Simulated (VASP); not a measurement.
Level of theory: vdW-DF-cx, VASP's PBE PAW potentials (set 64) (plane waves; VASP).

The input files of a VASP run:

**INCAR**
```
AGGAC  =  0.0
ALGO  =  Normal
EDIFF  =  1E-7
ENCUT  =  520
GGA  =  CX
ISIF  =  2
ISMEAR  =  -5
LASPH  =  .True.
LCHARG  =  .True.
LEFG  =  .True.
LMAXMIX  =  4
LORBIT  =  11
LREAL  =  .False.
LUSE_VDW  =  .True.
LWAVE  =  .False.
NEDOS  =  601
NELM  =  100
PREC  =  Accurate
SYSTEM  =  CsPbBr3
```

File KPOINTS:
```
Automatic mesh
0
Gamma
4 4 4
0 0 0
```

POSCAR:
```
CsPbBr3
1
    5.9027646927     0.0000000000     0.0000000000
    0.0000000000     5.9027646927     0.0000000000
    0.0000000000     0.0000000000     5.9027646927
Cs Pb Br
1 1 3
Direct
  0.0000000000   0.0000000000   0.0000000000
  0.5000000000   0.5000000000   0.5000000000
  0.5000000000   0.0000000000   0.5000000000
  0.0000000000   0.5000000000   0.5000000000
  0.5000000000   0.5000000000   0.0000000000
```

POTCAR, in this order: Cs_sv Pb_d Br (PBE.64 set). Program: vasp_std.

Output

### OSZICAR
```
       N       E                     dE             d eps       ncg     rms          rms(c)
DAV:   1     0.416190184815E+03    0.41619E+03   -0.18817E+04   520   0.150E+03
DAV:   2     0.423236315667E+02   -0.37387E+03   -0.36812E+03   646   0.332E+02
DAV:   3    -0.332485995606E+01   -0.45648E+02   -0.45444E+02   596   0.125E+02
DAV:   4    -0.519941969597E+01   -0.18746E+01   -0.18602E+01   694   0.330E+01
DAV:   5    -0.524372931647E+01   -0.44310E-01   -0.44283E-01   644   0.416E+00    0.402E+00
DAV:   6    -0.473368251677E+01    0.51005E+00   -0.98686E-01   752   0.100E+01    0.232E+00
DAV:   7    -0.470480326697E+01    0.28879E-01   -0.50840E-01   772   0.420E+00    0.929E-01
DAV:   8    -0.472028544462E+01   -0.15482E-01   -0.63475E-02   634   0.218E+00    0.191E-01
DAV:   9    -0.472230447154E+01   -0.20190E-02   -0.10995E-02   720   0.838E-01    0.106E-01
DAV:  10    -0.472294341078E+01   -0.63894E-03   -0.12228E-03   592   0.231E-01    0.451E-02
DAV:  11    -0.472312714640E+01   -0.18374E-03   -0.36734E-04   596   0.154E-01    0.808E-03
DAV:  12    -0.472313743243E+01   -0.10286E-04   -0.44002E-05   798   0.594E-02    0.797E-03
DAV:  13    -0.472313793916E+01   -0.50673E-06   -0.50937E-06   696   0.186E-02    0.313E-03
DAV:  14    -0.472313843274E+01   -0.49358E-06   -0.14975E-06   636   0.103E-02    0.136E-03
DAV:  15    -0.472313846134E+01   -0.28600E-07   -0.10103E-07   410   0.287E-03
   1 F= -.47231385E+01 E0= -.47231385E+01  d E =0.000000E+00
```

### OUTCAR
```
------------------------ aborting loop because EDIFF is reached ----------------------------------------
  FORCE on cell =-STRESS in cart. coord.  units (eV):
  Direction    XX          YY          ZZ          XY          YZ          ZX
  --------------------------------------------------------------------------------------
  Total       -0.0033884     -0.0033884     -0.0033884     -0.0000000      0.0000000      0.0000000
  in kB       -0.0263963     -0.0263963     -0.0263963     -0.0000000      0.0000000      0.0000000
  external PRESSURE =      -0.0263963 kB  Pullay stress =       0.0000000 kB
  volume of cell :      205.67
      direct lattice vectors                 reciprocal lattice vectors
     5.902764693  0.000000000  0.000000000     0.169412140  0.000000000  0.000000000
     0.000000000  5.902764693  0.000000000     0.000000000  0.169412140  0.000000000
     0.000000000  0.000000000  5.902764693     0.000000000  0.000000000  0.169412140
 POSITION                                       TOTAL-FORCE (eV/Angst)
 -----------------------------------------------------------------------------------
      0.00000      0.00000      0.00000         0.000000      0.000000      0.000000
      2.95138      2.95138      2.95138         0.000000      0.000000      0.000000
      2.95138      0.00000      2.95138         0.000000      0.000000      0.000000
      0.00000      2.95138      2.95138         0.000000      0.000000      0.000000
      2.95138      2.95138      0.00000         0.000000      0.000000      0.000000
 -----------------------------------------------------------------------------------
    total drift:                                0.000000     -0.000000     -0.000000
  FREE ENERGIE OF THE ION-ELECTRON SYSTEM (eV)
  ---------------------------------------------------
  free  energy   TOTEN  =        -4.7231384613 eV

  energy  without entropy=       -4.7231384613  energy(sigma->0) =       -4.72313846

 total charge

# of ion       s       p       d       tot
------------------------------------------
    1        1.828   4.702   0.011   6.540
    2        1.498   0.469   9.852  11.819
    3        1.617   3.247   0.007   4.871
    4        1.617   3.247   0.007   4.871
    5        1.617   3.247   0.007   4.871
--------------------------------------------------
tot          8.176  14.911   9.884  32.971

 Electric field gradients after diagonalization (V/A^2)
 (convention: |V_zz| > |V_xx| > |V_yy|)
----------------------------------------------------------------------
 ion       V_xx      V_yy      V_zz     asymmetry (V_yy - V_xx)/ V_zz
----------------------------------------------------------------------
   1       0.000     0.000     0.000      -0.046
   2       0.000    -0.000    -0.000       0.187
   3     -93.654   -93.654   187.308       0.000
   4     -93.654   -93.654   187.308       0.000
   5     -93.654   -93.654   187.308       0.000
```
(Selected blocks of OUTCAR.)

The compound is CsPbBr3 in the cubic perovskite structure, the ideal cubic form; the compound distorts at low or room temperature. It was relaxed first.
